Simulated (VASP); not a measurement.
Calculation: MS2 meta-GGA, VASP's PBE PAW potentials (set 64) (plane waves; VASP).

VASP ran on this input.

File POSCAR:
```
BaTiO3
1
    4.0039002897     0.0000000000     0.0000000000
    0.0000000000     4.0039002897     0.0000000000
   -0.0000000000     0.0000000000     4.0039002897
Ba Ti O
1 1 3
Direct
  0.0000000000   0.0000000000   0.0000000000
  0.5000000000   0.5000000000   0.5000000000
  0.5000000000   0.0000000000   0.5000000000
  0.0000000000   0.5000000000   0.5000000000
  0.5000000000   0.5000000000   0.0000000000
```

File KPOINTS_OPT:
```
k-points along high-symmetry lines
10
Line-mode
Reciprocal
  0.000000   0.000000   0.000000 ! GAMMA
  0.000000   0.500000   0.000000 ! X

  0.000000   0.500000   0.000000 ! X
  0.500000   0.500000   0.000000 ! M

  0.500000   0.500000   0.000000 ! M
  0.000000   0.000000   0.000000 ! GAMMA

  0.000000   0.000000   0.000000 ! GAMMA
  0.500000   0.500000   0.500000 ! R

  0.500000   0.500000   0.500000 ! R
  0.000000   0.500000   0.000000 ! X

  0.500000   0.500000   0.500000 ! R
  0.500000   0.500000   0.000000 ! M
```

**INCAR**
```
ALGO=Normal
EDIFF=1E-7
ENCUT=520
ISIF=2
ISMEAR=-5
LASPH=.TRUE.
LCHARG=.FALSE.
LEFG=.TRUE.
LMAXMIX=4
LMIXTAU=.TRUE.
LORBIT=11
LREAL=.FALSE.
LWAVE=.FALSE.
METAGGA=MS2
NEDOS=601
NELM=100
PREC=Accurate
SYSTEM=BaTiO3
```

**KPOINTS**
```
K-points
0
Gamma
6 6 6
```

POTCAR, in this order: Ba_sv Ti_sv O (PBE.64 set). Program: vasp_std.

The resulting files:

OSZICAR:
```
       N       E                     dE             d eps       ncg     rms          rms(c)
DAV:   1     0.413460334951E+03    0.41346E+03   -0.20434E+04   960   0.171E+03
DAV:   2    -0.471186282690E+02   -0.46058E+03   -0.45385E+03  1224   0.482E+02
DAV:   3    -0.847098172353E+02   -0.37591E+02   -0.37547E+02  1488   0.139E+02
DAV:   4    -0.865220358587E+02   -0.18122E+01   -0.18111E+01  1344   0.249E+01
DAV:   5    -0.866098407827E+02   -0.87805E-01   -0.87803E-01  1328   0.385E+00    0.230E+01
DAV:   6    -0.482095436528E+02    0.38400E+02   -0.79050E+01  1504   0.935E+01    0.869E+00
DAV:   7    -0.470498416215E+02    0.11597E+01   -0.17878E+01  1040   0.335E+01    0.528E+00
DAV:   8    -0.451986851965E+02    0.18512E+01   -0.49751E+00  1304   0.199E+01    0.353E+00
DAV:   9    -0.461210672782E+02   -0.92238E+00   -0.14454E+00  1296   0.103E+01    0.122E+00
DAV:  10    -0.463534166298E+02   -0.23235E+00   -0.15151E+00  1336   0.923E+00    0.215E+00
DAV:  11    -0.462326124835E+02    0.12080E+00   -0.20016E-01  1536   0.373E+00    0.113E+00
DAV:  12    -0.462333339893E+02   -0.72151E-03   -0.44932E-02  1144   0.198E+00    0.707E-01
DAV:  13    -0.462128891462E+02    0.20445E-01   -0.33129E-02  1360   0.151E+00    0.283E-01
DAV:  14    -0.462140546436E+02   -0.11655E-02   -0.39635E-03  1176   0.638E-01    0.207E-01
DAV:  15    -0.462124194291E+02    0.16352E-02   -0.13439E-03  1640   0.265E-01    0.118E-01
DAV:  16    -0.462122699978E+02    0.14943E-03   -0.15213E-03  1168   0.307E-01    0.616E-02
DAV:  17    -0.462118090864E+02    0.46091E-03   -0.49376E-04  1016   0.229E-01    0.188E-02
DAV:  18    -0.462118842449E+02   -0.75159E-04   -0.10382E-04  1368   0.877E-02    0.136E-02
DAV:  19    -0.462118829944E+02    0.12505E-05   -0.74440E-06  1352   0.225E-02    0.104E-02
DAV:  20    -0.462118798709E+02    0.31236E-05   -0.15036E-06  1440   0.746E-03    0.789E-03
DAV:  21    -0.462118703561E+02    0.95148E-05   -0.54219E-06  1264   0.166E-02    0.177E-03
DAV:  22    -0.462118696230E+02    0.73315E-06   -0.82923E-07  1000   0.797E-03    0.101E-03
DAV:  23    -0.462118704714E+02   -0.84844E-06   -0.17927E-07   752   0.507E-03    0.319E-04
DAV:  24    -0.462118691066E+02    0.13648E-05   -0.35237E-08   480   0.231E-03    0.616E-04
DAV:  25    -0.462118699645E+02   -0.85792E-06   -0.15195E-08   480   0.139E-03    0.421E-04
DAV:  26    -0.462118704540E+02   -0.48952E-06   -0.30969E-09   480   0.553E-04    0.318E-04
DAV:  27    -0.462118709518E+02   -0.49776E-06   -0.18453E-09   480   0.397E-04    0.162E-04
DAV:  28    -0.462118712195E+02   -0.26771E-06   -0.21185E-09   480   0.399E-04    0.549E-05
DAV:  29    -0.462118713300E+02   -0.11054E-06   -0.65428E-10   480   0.238E-04    0.337E-05
DAV:  30    -0.462118712911E+02    0.38875E-07   -0.29161E-10   480   0.150E-04
   1 F= -.46211871E+02 E0= -.46211871E+02  d E =0.000000E+00
       N       E                     dE             ncg
       N       E                     dE             ncg
       N       E                     dE             ncg
```

OUTCAR:
```
------------------------ aborting loop because EDIFF is reached ----------------------------------------
  FORCE on cell =-STRESS in cart. coord.  units (eV):
  Direction    XX          YY          ZZ          XY          YZ          ZX
  --------------------------------------------------------------------------------------
  Total       -0.0798188     -0.0798188     -0.0798188     -0.0000000     -0.0000000      0.0000000
  in kB       -1.9923507     -1.9923507     -1.9923507     -0.0000000     -0.0000000      0.0000000
  external PRESSURE =      -1.9923507 kB  Pullay stress =       0.0000000 kB
  volume of cell :       64.19
      direct lattice vectors                 reciprocal lattice vectors
     4.003900290  0.000000000  0.000000000     0.249756469  0.000000000  0.000000000
     0.000000000  4.003900290  0.000000000     0.000000000  0.249756469  0.000000000
     0.000000000  0.000000000  4.003900290     0.000000000  0.000000000  0.249756469
 POSITION                                       TOTAL-FORCE (eV/Angst)
 -----------------------------------------------------------------------------------
      0.00000      0.00000      0.00000         0.000000      0.000000      0.000000
      2.00195      2.00195      2.00195         0.000000      0.000000      0.000000
      2.00195      0.00000      2.00195         0.000000      0.000000      0.000000
      0.00000      2.00195      2.00195         0.000000      0.000000      0.000000
      2.00195      2.00195      0.00000         0.000000      0.000000      0.000000
 -----------------------------------------------------------------------------------
    total drift:                                0.000000      0.000000     -0.000000
  FREE ENERGIE OF THE ION-ELECTRON SYSTEM (eV)
  ---------------------------------------------------
  free  energy   TOTEN  =       -46.2118712911 eV

  energy  without entropy=      -46.2118712911  energy(sigma->0) =      -46.21187129

 total charge

# of ion       s       p       d       tot
------------------------------------------
    1        2.011   5.662   0.312   7.985
    2        2.207   6.272   1.618  10.097
    3        1.590   3.489   0.000   5.079
    4        1.590   3.489   0.000   5.079
    5        1.590   3.489   0.000   5.079
--------------------------------------------------
tot          8.987  22.403   1.930  33.320

 Electric field gradients after diagonalization (V/A^2)
 (convention: |V_zz| > |V_xx| > |V_yy|)
----------------------------------------------------------------------
 ion       V_xx      V_yy      V_zz     asymmetry (V_yy - V_xx)/ V_zz
----------------------------------------------------------------------
   1       0.000     0.000    -0.000       0.119
   2       0.000     0.000     0.000      -0.139
   3     -13.479   -13.479    26.958       0.000
   4     -13.479   -13.479    26.958       0.000
   5     -13.479   -13.479    26.958       0.000
```
(Selected blocks of OUTCAR.)

The compound is BaTiO3 in the cubic perovskite structure, the ideal cubic form; the compound distorts at low or room temperature. It was relaxed first.
